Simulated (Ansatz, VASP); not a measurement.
# Cross-check of Ba5Ge3 (Ba5Ge3 (P4/ncc)) between VASP and Ansatz

Wanted: the spread between two codes on one cell, functional and k mesh. The structure shown is the start of the Ansatz relaxation below; VASP solves that cell, so the two are compared at the walk's first step.

Method: plane waves, with VASP 6.6.1 beside it; single point at PBEsol, in Ansatz 0.2.0.

### Step 1. The structure

Symmetry: P4/ncc, No. 130, tetragonal system. Conventional cell: a = 8.610 Å, b = 8.610 Å, c = 16.666 Å, α = 90.00°, β = 90.00°, γ = 90.00°. Nearest to Ba lie 5 Ge at 3.41 to 3.74 Å and 1 Ba at 3.77 Å. Nearest to Ba lie 5 Ge at 3.48 to 3.55 Å and 4 Ba at 3.77 Å. Nearest to Ge lie 1 Ge at 2.61 Å and 8 Ba at 3.41 to 3.55 Å. Nearest to Ge lie 9 Ba at 3.48 to 3.74 Å. Farther neighbours are not listed.

### Step 2. Ansatz: relaxation, PBEsol

Ansatz runs on its default PAW (the set named soft_2) files.

The two programs are compared at the cell with which this relaxation starts, whose forces are those of its first step.

input.yaml reads:

```yaml
crystal:
  lattice:
    - [8.6103433, 0.0, 0.0]
    - [0.0, 8.6103433, 0.0]
    - [0.0, 0.0, 16.6661751]
  atoms:
    - { symbol: Ba, position: [0.6674915, 0.69744698, 0.88960747] }
    - { symbol: Ba, position: [0.80255302, 0.1674915, 0.88960747] }
    - { symbol: Ba, position: [0.19744698, 0.8325085, 0.88960747] }
    - { symbol: Ba, position: [0.1674915, 0.80255302, 0.61039253] }
    - { symbol: Ba, position: [0.8325085, 0.19744698, 0.61039253] }
    - { symbol: Ba, position: [0.3325085, 0.30255302, 0.88960747] }
    - { symbol: Ba, position: [0.69744698, 0.6674915, 0.61039253] }
    - { symbol: Ba, position: [0.30255302, 0.3325085, 0.61039253] }
    - { symbol: Ba, position: [0.19744698, 0.1674915, 0.38960747] }
    - { symbol: Ba, position: [0.80255302, 0.8325085, 0.38960747] }
    - { symbol: Ba, position: [0.1674915, 0.19744698, 0.11039253] }
    - { symbol: Ba, position: [0.6674915, 0.30255302, 0.38960747] }
    - { symbol: Ba, position: [0.3325085, 0.69744698, 0.38960747] }
    - { symbol: Ba, position: [0.30255302, 0.6674915, 0.11039253] }
    - { symbol: Ba, position: [0.69744698, 0.3325085, 0.11039253] }
    - { symbol: Ba, position: [0.8325085, 0.80255302, 0.11039253] }
    - { symbol: Ba, position: [0.5, 0.0, 0.71662885] }
    - { symbol: Ba, position: [0.0, 0.5, 0.78337115] }
    - { symbol: Ba, position: [0.0, 0.5, 0.28337115] }
    - { symbol: Ba, position: [0.5, 0.0, 0.21662885] }
    - { symbol: Ge, position: [0.60723606, 0.39276394, 0.75] }
    - { symbol: Ge, position: [0.10723606, 0.10723606, 0.75] }
    - { symbol: Ge, position: [0.89276394, 0.89276394, 0.75] }
    - { symbol: Ge, position: [0.39276394, 0.60723606, 0.75] }
    - { symbol: Ge, position: [0.89276394, 0.10723606, 0.25] }
    - { symbol: Ge, position: [0.39276394, 0.39276394, 0.25] }
    - { symbol: Ge, position: [0.60723606, 0.60723606, 0.25] }
    - { symbol: Ge, position: [0.10723606, 0.89276394, 0.25] }
    - { symbol: Ge, position: [0.5, 0.0, 0.50773234] }
    - { symbol: Ge, position: [0.0, 0.5, 0.99226766] }
    - { symbol: Ge, position: [0.0, 0.5, 0.49226766] }
    - { symbol: Ge, position: [0.5, 0.0, 0.00773234] }
basis:
  ecutwfc: 420
  xc_grid: 2
hamiltonian:
  xc: pbesol
kpoints:
  mp_grid: { grid: [5, 5, 3] }
scf:
  occupations: { method: fermi_dirac, width: 0.05 }
  max_iter: 150
output:
  forces: true
  stress: true
relax:
  f_tol: 0.01
  max_steps: 60
  cell: {}
checkpoint:
  write: "../pbesol.run"
  compress: false
  write_wavefunctions: false
  write_every: 100000
```

The run is started by

```
$ ansatz run input.yaml --threads 4 --pin off --max-ram 6594MiB --backend cpu --events-out ev --progress --plain --runs-dir out
```

Numbers of over 12 decimals in the logs are rounded to 6 here.

The program printed:

```text
Engine: ansatz 0.2.0, x86_64-unknown-linux-gnu
Pseudopotentials: kind: paw
Pseudopotential: Ba, paw, valence charge 10, recommended cutoff 420 eV (normal), Ba.paw.azcp
Pseudopotential: Ge, paw, valence charge 14, recommended cutoff 420 eV (normal), Ge.paw.azcp
Functional definition: PBEsol
  exchange = pbesol_x
  correlation = pbesol_c
Crystal: 32 atoms, lattice volume = 1235.597 Å³
Basis set: ecut = 420 eV, 24231 PW (Γ), exchange–correlation on 120×120×240 points (8 copies of the dense FFT grid, shifted against one another)
Bands: 221, of which v1, the nominal top of the filled ones, is band 184 counted from 1 (183 counted from 0)
Symmetry: 16 space group operations
Space group: P4/ncc (ITA 130), of the structure as read, at distance tolerance 1.1e-4 Å
k-points: 12 of 75
Non-local potential: Ba, projectors of the file, l = 0: 3, l = 1: 2, l = 2: 2, l = 3: 2
Non-local potential: Ge, projectors of the file, l = 0: 2, l = 1: 2, l = 2: 3, l = 3: 1
PAW form: soft (Blöchl's): semilocal exchange-correlation on the pseudo side does not see the compensation charge
PAW frozen core: Ba, regenerated for the run's functional, and the local potential with it (the file was generated under x = pbe(κ = 0.804, μ = 0.219515), c = pbe(β = 0.066725))
PAW frozen core: Ge, regenerated for the run's functional, and the local potential with it (the file was generated under x = pbe(κ = 0.804, μ = 0.219515), c = pbe(β = 0.066725))
PAW one-centre angular grid: Ba, 194 points (default); XC on 64 Gauss nodes
PAW one-centre angular grid: Ge, 590 points (default); XC on 64 Gauss nodes
Initial density: superposition of atomic densities (neutral atoms: chi_scale 0, normalization atom), corrected by the library's trained network
Initial wavefunctions: pseudopotential atomic-orbital guess
Functional: x = pbesol(κ = 0.804, μ = 0.123457), c = pbesol(β = 0.046)
SCF iter   1: F=—  HF=-168311.747862 eV  |F-HF|=—  |Δ(HF+E_count)|=         —  Δρ=2.66e-3  dr2=5.00e-1  ethr=1.77e-3  ⟨swp⟩=11.8  Hψ=13423  notcnv=0  defer=21
preconditioner: auto → Kerker (q_TF=auto, 2.230 Å⁻¹)  [metal: Δε(μ)=0.054 eV  Ē_g=10.246 eV  σ=0.050 eV  W_gap=0.27  n_scr=238 (ndim 8)  ℏωp=15.2 eV  f_vac=0.000  D(μ)=9.14/eV (n_scr^D=38)]
SCF iter   2: F=—  HF=-168311.714630 eV  |F-HF|=—  |Δ(HF+E_count)|=   3.32e-2  Δρ=1.79e-3  dr2=2.64e-1  ethr=1.36e-4  ⟨swp⟩=1.0  Hψ=3060  notcnv=0  defer=45
SCF iter   3: F=—  HF=-168311.685885 eV  |F-HF|=—  |Δ(HF+E_count)|=   2.87e-2  Δρ=8.03e-4  dr2=1.54e-2  ethr=7.17e-5  ⟨swp⟩=2.8  Hψ=4405  notcnv=0  defer=45
SCF iter   4: F=—  HF=-168311.679257 eV  |F-HF|=—  |Δ(HF+E_count)|=   6.63e-3  Δρ=3.79e-4  dr2=4.61e-3  ethr=4.19e-6  ⟨swp⟩=2.0  Hψ=4553  notcnv=0  defer=45
SCF iter   5: F=—  HF=-168311.678606 eV  |F-HF|=—  |Δ(HF+E_count)|=   6.51e-4  Δρ=1.34e-4  dr2=5.82e-4  ethr=1.25e-6  ⟨swp⟩=2.0  Hψ=4528  notcnv=0  defer=45
SCF iter   6: F=—  HF=-168311.678466 eV  |F-HF|=—  |Δ(HF+E_count)|=   1.40e-4  Δρ=5.70e-5  dr2=1.15e-4  ethr=1.58e-7  ⟨swp⟩=2.0  Hψ=4531  notcnv=0  defer=45
SCF iter   7: F=—  HF=-168311.678450 eV  |F-HF|=—  |Δ(HF+E_count)|=   1.63e-5  Δρ=2.82e-5  dr2=1.57e-5  ethr=3.13e-8  ⟨swp⟩=2.0  Hψ=4527  notcnv=0  defer=45
SCF iter   8: F=—  HF=-168311.678202 eV  |F-HF|=—  |Δ(HF+E_count)|=   2.47e-4  Δρ=7.21e-6  dr2=1.88e-6  ethr=4.26e-9  ⟨swp⟩=2.0  Hψ=4143  notcnv=0  defer=92
SCF iter   9: F=-168311.678202 eV  HF=-168311.678202 eV  |F-HF|=2.26e-8  |Δ(HF+E_count)|=   2.22e-7  Δρ=1.84e-6  dr2=7.54e-8  ethr=2.72e-11  ⟨swp⟩=4.0  Hψ=11920  notcnv=0
SCF 1 converged in 9 iterations: F = -168311.678202 eV  dr2 = 7.54e-8
  greatest PAW one-centre occupation: 0.998 electrons in one spin orbital (limit 2), on the Ge atom at site 27 (counted from 0), in its partial waves of l = 2
relax step   1: F+E_penalty+E_count = -168311.67820197 eV  Δ(F+E_penalty+E_count) = +0.000e0 eV  max|allowed force component| = 4.616e-2 eV/Å  Δτ_max = 0.0000 Å  P = -1.601 GPa  Ω = 1235.597 Å³  (9 SCF iters, dr2 threshold 1.00e-7 eV, accepted)
[...]
relax step   4: F+E_penalty+E_count = -168312.12416575 eV  Δ(F+E_penalty+E_count) = -2.245e-3 eV  max|allowed force component| = 4.335e-3 eV/Å  Δτ_max = 0.0100 Å  P = +0.003 GPa  Ω = 1153.136 Å³  energy of the carried Pulay correction = +2.898e-3 eV  (7 SCF iters, dr2 threshold 8.95e-8 eV, accepted)
[...]
relax step   5: F+E_penalty+E_count = -168312.12114086 eV  Δ(F+E_penalty+E_count) = +3.025e-3 eV  max|allowed force component| = 4.349e-3 eV/Å  Δτ_max = 0.0000 Å  P = +0.004 GPa  Ω = 1153.136 Å³  stress off target by 2.11e-2 GPa  SCF on the basis re-selected at this cell (its energy is not comparable with the rows above)  (6 SCF iters)
basis re-selected at this cell: Δ(F+E_penalty+E_count) = +3.025e-3 eV, ΔP = +0.001 GPa vs the last step (what re-selecting the basis moved, of the pressure what is left beyond the Pulay correction that the steps carried, after the strain that the cell walked since its last selection, with what the two solves' SCF thresholds leave and, on support functions, any second-order correction that the steps lacked; it is no m [...]
SCF converged after 6 iterations
Free energy (F): -168312.121141 eV
Harris-Foulkes:  -168312.121141 eV  (|F-HF|=2.04e-10)
Internal energy: -168312.008943 eV  (E = F + TS)
E sigma→0 (E₀):  -168312.065042 eV
Entropy (-TS):   -0.112198 eV (-3.506 meV/atom)
Fermi energy:    8.534816 eV
--- Per-component energies (eV) ---
  E_band       = -2655.041601
  E_kinetic    = 4717.149349
  E_local      = -39848.156760  (includes V_loc(G=0)·N_el)
  E_nonlocal   = 6197.667417
  E_hartree    = 17125.887455
  E_xc         = -4238.482453
  E_vxc        = -3491.768421  (∫ρ·V_xc dr)
  E_paw        = -126549.727238  (= ΣΔE_a)
  E_vpaw       = -4481.710901  (= ΣTr[D̂ρ^β])
  E_aug_tail   = 0.003633  (compensation charges beyond the density's cutoff)
  E_ewald      = -25730.394244
  E_core_change = 14.043898  (= ΣΔE_core)
  E_smearing   = -0.112198  (= −TS)
  E_closure    = -0.000000  (closes the sum)
  Σ components = -168312.121141   (vs F -168312.121141, Δ=0.00e0)
--- Forces (eV/Å), atoms counted from 1 ---
  atom   1  Ba     0.00076969    -0.00314471    -0.00074413
  atom   2  Ba     0.00314471     0.00076969    -0.00074413
  atom   3  Ba    -0.00314471    -0.00076969    -0.00074413
  atom   4  Ba     0.00076969     0.00314471     0.00074413
  atom   5  Ba    -0.00076969    -0.00314471     0.00074413
  atom   6  Ba    -0.00076969     0.00314471    -0.00074413
  atom   7  Ba    -0.00314471     0.00076969     0.00074413
  atom   8  Ba     0.00314471    -0.00076969     0.00074413
  atom   9  Ba    -0.00314471     0.00076969    -0.00074413
  atom  10  Ba     0.00314471    -0.00076969    -0.00074413
  atom  11  Ba     0.00076969    -0.00314471     0.00074413
  atom  12  Ba     0.00076969     0.00314471    -0.00074413
  atom  13  Ba    -0.00076969    -0.00314471    -0.00074413
  atom  14  Ba     0.00314471     0.00076969     0.00074413
  atom  15  Ba    -0.00314471    -0.00076969     0.00074413
  atom  16  Ba    -0.00076969     0.00314471     0.00074413
  atom  17  Ba     0.00000000     0.00000000    -0.00434935
  atom  18  Ba     0.00000000     0.00000000     0.00434935
  atom  19  Ba    -0.00000000    -0.00000000     0.00434935
  atom  20  Ba     0.00000000     0.00000000    -0.00434935
  atom  21  Ge    -0.00158784     0.00158784    -0.00000000
  atom  22  Ge    -0.00158784    -0.00158784    -0.00000000
  atom  23  Ge     0.00158784     0.00158784    -0.00000000
  atom  24  Ge     0.00158784    -0.00158784    -0.00000000
  atom  25  Ge     0.00158784    -0.00158784     0.00000000
  atom  26  Ge     0.00158784     0.00158784    -0.00000000
  atom  27  Ge    -0.00158784    -0.00158784    -0.00000000
  atom  28  Ge    -0.00158784     0.00158784    -0.00000000
  atom  29  Ge     0.00000000     0.00000000     0.00305134
  atom  30  Ge     0.00000000     0.00000000    -0.00305134
  atom  31  Ge     0.00000000     0.00000000    -0.00305134
  atom  32  Ge    -0.00000000    -0.00000000     0.00305134
  max |Σ_I F_I| component: 2.47e-17 eV/Å
--- Stress (GPa, compression-positive) ---
       -0.003862       0.000000       0.000000
        0.000000      -0.003862       0.000000
        0.000000       0.000000       0.021087
  P = ⅓ Tr σ = 0.0045 GPa (0.045 kbar)
--- Relaxed structure (4 steps of the walk, 4 accepted, 1 SCFs on fresh bases) ---
  F+E_penalty+E_count = -168312.12114086 eV   max|allowed force component| = 4.349e-3 eV/Å   (the final SCF, on the basis selected at the relaxed cell)
  cell:  # Å, volume = 1153.1363 Å³
    - [8.397647, 0.0, 0.0]
    - [0, 8.397647, 0.0]
    - [0.0, 0.0, 16.351795]
  atoms:
    - { symbol: Ba, position: [0.665934, 0.697393, 0.891703] }
    - { symbol: Ba, position: [0.802607, 0.165934, 0.891703] }
    - { symbol: Ba, position: [0.197393, 0.834066, 0.891703] }
    - { symbol: Ba, position: [0.165934, 0.802607, 0.608297] }
    - { symbol: Ba, position: [0.834066, 0.197393, 0.608297] }
    - { symbol: Ba, position: [0.334066, 0.302607, 0.891703] }
    - { symbol: Ba, position: [0.697393, 0.665934, 0.608297] }
    - { symbol: Ba, position: [0.302607, 0.334066, 0.608297] }
    - { symbol: Ba, position: [0.197393, 0.165934, 0.391703] }
    - { symbol: Ba, position: [0.802607, 0.834066, 0.391703] }
    - { symbol: Ba, position: [0.165934, 0.197393, 0.108297] }
    - { symbol: Ba, position: [0.665934, 0.302607, 0.391703] }
    - { symbol: Ba, position: [0.334066, 0.697393, 0.391703] }
    - { symbol: Ba, position: [0.302607, 0.665934, 0.108297] }
    - { symbol: Ba, position: [0.697393, 0.334066, 0.108297] }
    - { symbol: Ba, position: [0.834066, 0.802607, 0.108297] }
    - { symbol: Ba, position: [0.5, 0, 0.715539] }
    - { symbol: Ba, position: [1.9517379375019016e-19, 0.5, 0.784461] }
    - { symbol: Ba, position: [1.951737937501902e-19, 0.5, 0.284461] }
    - { symbol: Ba, position: [0.5, 0, 0.215539] }
    - { symbol: Ge, position: [0.608038, 0.391962, 0.75] }
    - { symbol: Ge, position: [0.108038, 0.108038, 0.75] }
    - { symbol: Ge, position: [0.891962, 0.891962, 0.75] }
    - { symbol: Ge, position: [0.391962, 0.608038, 0.75] }
    - { symbol: Ge, position: [0.891962, 0.108038, 0.25] }
    - { symbol: Ge, position: [0.391962, 0.391962, 0.25] }
    - { symbol: Ge, position: [0.608038, 0.608038, 0.25] }
    - { symbol: Ge, position: [0.108038, 0.891962, 0.25] }
    - { symbol: Ge, position: [0.5, 0, 0.509947] }
    - { symbol: Ge, position: [1.9517379375019035e-19, 0.5, 0.990053] }
    - { symbol: Ge, position: [1.9517379375019026e-19, 0.5, 0.490053] }
    - { symbol: Ge, position: [0.5, 0, 0.00994735] }
```

In the SCF lines HF is the Harris–Foulkes energy and dr2 the Hartree energy of the density residual, in eV; the loop may stop once dr2 is under the threshold and the program's other checks hold. Hψ counts applications of the Hamiltonian.

(Part 1 of 2 ends here.)

[Lines on the potential files, build, host, timing and source positions are cut from VASP's logs without a mark.]

[Logs are printed without paths, hosts, clocks, repeated set-up lines and the standing remarks that a program may print on its own settings, such as how far it seeks lower states.]

[Hosts, paths, dates, database ids (printed as entryN), source tags and the programs' standing remarks are cut or masked in the printed files.]
